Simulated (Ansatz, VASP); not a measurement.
One calculation of CsLiCr2Te2S3, two programs

```xyz
9
Lattice="5.9832 -0.0185 0.0057 -2.2415 5.8104 0.0033 -1.3564 -2.1492 7.4082" Properties=species:S:1:pos:R:3 pbc="T T T"
Cs   -1.1965   -1.5459    7.3640
Li    1.3301    2.1341    4.2577
Cr   -1.4436    1.6655    4.2981
Cr    1.7872   -0.9899    3.9824
Te    1.1559    3.8424    2.0946
Te   -1.8151    3.1881    2.2174
S     2.8627    0.6222    5.2487
S    -0.5075    3.1776    5.5518
S    -0.0025    0.2878    3.6057
```

Change from the starting cell: volume scaled by 0.94.

Alike in both runs: task single point; functional PBE; k mesh 5 × 5 × 4; occupations fermi-dirac, width 0.05 eV; collinear spin, ferromagnetic start.

|  | VASP | Ansatz |
| --- | --- | --- |
| version | VASP 6.6.1 | Ansatz 0.2.0 |
| potentials or method | VASP PAW PBE potentials, release 64 (Cs_sv, Li_sv, Cr_pv, Te, S) | Ansatz PAW |
| plane-wave cutoff (eV) | 520 | 420 |
| valence electrons in the cell | 66 | 90 |

```csv
,VASP,Ansatz,Ansatz less VASP
gap on the k mesh at the Fermi level (eV),none,none,-
rms of the force components (eV/Å),0.209,0.207,-0.0019
net moment per atom (μB),0.59,0.59,-0.001
size of the moment on the site where the two differ most (μB),2.41,2.07,-0.334
```

Site moments also hang on the region over which each program counts them. Atom by atom the forces differ by 0.004 eV/Å (rms over components). A gap of «none» marks a metal or a gap that the smearing closes. The two sets of potentials don't hold the same shells in valence.

Caveats: only a ferromagnetic start was run, and an antiferromagnetic order may lie lower in energy. The runs have no spin-orbit coupling, so splittings on Cs, Te are missing.
